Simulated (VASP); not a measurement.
An input for Ansatz (written as the equivalent of a VASP run, and not itself run):

Ansatz 0.2 input:
```yaml
crystal:
  lattice:
    - [0.0000000, 2.3658569, 2.3658569]
    - [2.3658569, 0.0000000, 2.3658569]
    - [2.3658569, 2.3658569, 0.0000000]
  atoms:
    - { symbol: B, position: [0.0000000, 0.0000000, 0.0000000] }
    - { symbol: As, position: [0.2500000, 0.2500000, 0.2500000] }
kpoints:
  mp_grid: { grid: [10, 10, 10] }
hamiltonian:
  xc: r2scan
  dispersion: rvv10
  pseudopotentials: { kind: paw }
scf:
  occupations: { method: gaussian, width: 0.05 }
  max_iter: 100
output: { forces: true, stress: true, eigenvalues: true }
```

### Question
Write the VASP files for the same calculation (r2SCAN+rVV10).

### Answer
This is not unique; one that fits is 
### POSCAR
```
BAs
4.7317140
  0.0000000000   0.4999999863   0.4999999863
  0.4999999863   0.0000000000   0.4999999863
  0.4999999863   0.4999999863   0.0000000000
B As
1 1
Cartesian
  0.0000000000   0.0000000000   0.0000000000
  0.2499999932   0.2499999932   0.2499999932
```

KPOINTS:
```
kpoints
0
Gamma
  10 10 10
```

**INCAR**
```
! general
SYSTEM   = BAs
PREC     = Accurate
ENCUT    = 520
LREAL    = .FALSE.   ! projection in real space or not
LASPH    = .TRUE.

! electronic loop
EDIFF    = 1E-7   ! SCF stop (eV)
NELM     = 100   ! most electronic steps
ALGO     = Normal   ! blocked Davidson
LMAXMIX  = 4
LMIXTAU  = .TRUE.

! smearing
ISMEAR   = 0   ! Gaussian
SIGMA    = 0.05   ! width (eV)

! functional
METAGGA  = R2SCAN
LUSE_VDW = .TRUE.
BPARAM   = 11.95
CPARAM   = 0.0093

! ions
ISIF     = 2   ! forces and stress, cell fixed

! output
LWAVE    = .FALSE.
LCHARG   = .FALSE.
```

POTCAR, in this order: B As (PBE.64 set). Program: vasp_std.

The two are equivalent in intent, not identical: each code has its own PAW files, so the cut-off isn't converted (ENCUT is set for VASP's; basis.ecutwfc is left out, and Ansatz then takes the one that its files recommend); Ansatz stops its SCF on the density residual and VASP on the energy change (EDIFF).

The compound is BAs in the zinc blende structure. This cell is one point of a volume scan, at 0.97 of the reference volume.
